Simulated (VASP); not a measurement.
Level of theory: PBE GGA, VASP's PBE PAW potentials (set 64) (plane waves; VASP 6.6.1).

VASP input:

POSCAR:
```
NaI
1
    0.0000000000     3.2620226213     3.2620226213
    3.2620226213     0.0000000000     3.2620226213
    3.2620226213     3.2620226213     0.0000000000
Na I
1 1
Direct
  0.0000000000   0.0000000000   0.0000000000
  0.5000000000   0.5000000000   0.5000000000
```

**KPOINTS**
```
Automatic mesh
0
Gamma
8 8 8
0 0 0
```

INCAR:
```
# general
SYSTEM =NaI
PREC   =Normal
ENCUT  =400
LREAL  =.FALSE.
LASPH  =.TRUE.

# electronic loop
EDIFF  =1E-5
NELM   =100
NELMIN =4
ALGO   =Fast
LMAXMIX=4

# smearing
ISMEAR =0
SIGMA  =0.05

# functional
GGA    =PE

# ions
IBRION =2
NSW    =20
ISIF   =2
EDIFFG =-0.03

# output
LWAVE  =.FALSE.
LCHARG =.FALSE.
```

POTCAR, in this order: Na_pv I (PBE.64 set). Program: vasp_std.

Output of the run:

OSZICAR:
```
       N       E                     dE             d eps       ncg     rms          rms(c)
DAV:   1     0.700262077638E+02    0.70026E+02   -0.60057E+03   638   0.921E+02
DAV:   2     0.854616688946E-01   -0.69941E+02   -0.66726E+02   672   0.213E+02
DAV:   3    -0.531604903085E+01   -0.54015E+01   -0.53783E+01   779   0.643E+01
DAV:   4    -0.545524763722E+01   -0.13920E+00   -0.13914E+00   771   0.111E+01
DAV:   5    -0.545873344794E+01   -0.34858E-02   -0.34858E-02   759   0.165E+00    0.161E+00
RMM:   6    -0.539418283516E+01    0.64551E-01   -0.72016E-02   638   0.153E+00    0.109E+00
RMM:   7    -0.538574262357E+01    0.84402E-02   -0.96878E-02   640   0.153E+00    0.537E-01
RMM:   8    -0.538750626640E+01   -0.17636E-02   -0.54960E-03   645   0.920E-01    0.170E-01
RMM:   9    -0.538729200993E+01    0.21426E-03   -0.12158E-03   678   0.348E-01    0.403E-02
RMM:  10    -0.538732179001E+01   -0.29780E-04   -0.26611E-04   756   0.167E-01    0.455E-02
RMM:  11    -0.538732665541E+01   -0.48654E-05   -0.48084E-05   650   0.736E-02
   1 F= -.53873267E+01 E0= -.53873267E+01  d E =-.538733E+01
```

OUTCAR:
```
------------------------ aborting loop because EDIFF is reached ----------------------------------------
  FORCE on cell =-STRESS in cart. coord.  units (eV):
  Direction    XX          YY          ZZ          XY          YZ          ZX
  --------------------------------------------------------------------------------------
  Total       -0.0381477     -0.0381477     -0.0381477      0.0000000      0.0000000      0.0000000
  in kB       -0.8804160     -0.8804160     -0.8804160      0.0000000      0.0000000      0.0000000
  external PRESSURE =      -0.8804160 kB  Pullay stress =       0.0000000 kB
  volume of cell :       69.42
      direct lattice vectors                 reciprocal lattice vectors
     0.000000000  3.262022621  3.262022621    -0.153279133  0.153279133  0.153279133
     3.262022621  0.000000000  3.262022621     0.153279133 -0.153279133  0.153279133
     3.262022621  3.262022621  0.000000000     0.153279133  0.153279133 -0.153279133
  FREE ENERGIE OF THE ION-ELECTRON SYSTEM (eV)
  ---------------------------------------------------
  free  energy   TOTEN  =        -5.3873266554 eV

  energy  without entropy=       -5.3873266554  energy(sigma->0) =       -5.38732666

 reached required accuracy - stopping structural energy minimisation
```
(Selected blocks of OUTCAR.)

The compound is NaI in the rock salt structure. It was relaxed first.
